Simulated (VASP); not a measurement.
VASP runs on SnSe₂ (space group P-3m1) share one base input (PBE GGA, plane waves, VASP's PBE PAW potentials (set 64)) and change the settings named in each case.

**POSCAR**
```
SnSe2
6.140
  0.3102605863  -0.5373871336   0.0000000000
  0.3102605863   0.5373871336   0.0000000000
  0.0000000000   0.0000000000   1.0000000000
Sn Se
1 2
direct
  0.0000000000   0.0000000000   0.0000000000
  0.3333330000   0.6666670000   0.2500000000
  0.6666670000   0.3333330000   0.7500000000
```

KPOINTS:
```
Automatic mesh
0
Gamma
7 7 4
0 0 0
```

### INCAR
```
# general
SYSTEM =SnSe2
PREC   =Accurate
ENCUT  =300
LREAL  =F
LASPH  =T

# electronic loop
EDIFF  =1E-6
NELM   =100
ALGO   =Normal
LMAXMIX=4

# smearing
ISMEAR =-1
SIGMA  =0.05

# functional
GGA    =PE

# ions
ISIF   =2

# output
LWAVE  =F
LCHARG =F
```

POTCAR, in this order: Sn_d Se (PBE.64 set). Program: vasp_std.

```json
[
 {"change": "base run", "E(σ→0) (eV/atom)": "-3.9172", "pressure (GPa)": "5.22", "largest force (eV/Å)": "0.731"},
 {"change": "GGA removed, POTCAR Sn_d Se (LDA.64 set)", "E(σ→0) (eV/atom)": "-4.5854", "pressure (GPa)": "0.59", "largest force (eV/Å)": "0.437"},
 {"change": "GGA_COMPAT = .FALSE., LNONCOLLINEAR = .TRUE., LSORBIT = .TRUE., MAGMOM = 0.0 0.0 0.0 0.0 0.0 0.0 0.0 0.0 0.0, program vasp_ncl", "E(σ→0) (eV/atom)": "-3.9469", "pressure (GPa)": "…", "largest force (eV/Å)": "…"},
 {"change": "KPOINTS 2×2×1 Γ-centred mesh", "E(σ→0) (eV/atom)": "-3.3705", "pressure (GPa)": "8.95", "largest force (eV/Å)": "1.447"}
]
```

Q: Fill in the missing entries.

A: 
- GGA_COMPAT = .FALSE., LNONCOLLINEAR = .TRUE., LSORBIT = .TRUE., MAGMOM = 0.0 0.0 0.0 0.0 0.0 0.0 0.0 0.0 0.0, program vasp_ncl, pressure (GPa): 5.27
- GGA_COMPAT = .FALSE., LNONCOLLINEAR = .TRUE., LSORBIT = .TRUE., MAGMOM = 0.0 0.0 0.0 0.0 0.0 0.0 0.0 0.0 0.0, program vasp_ncl, largest force (eV/Å): 0.736

Energies of different potentials or functionals have different zeros.  Unless said otherwise, spin-orbit coupling is left out, though it shifts the bands of the heavy elements here. At 300 eV the pressure can carry a Pulay error.

Left out are runs that ran out of time, are held back, or changed the cell or the kind of run, fixed moments of cells without a moment, rows past the twelfth, gaps on odd meshes, pressures of charged cells and columns that move by less than the noise.

The structure is a typed SnSe2 crystal (P-3m1). The cell was not relaxed at this level, forces remain on its atoms.
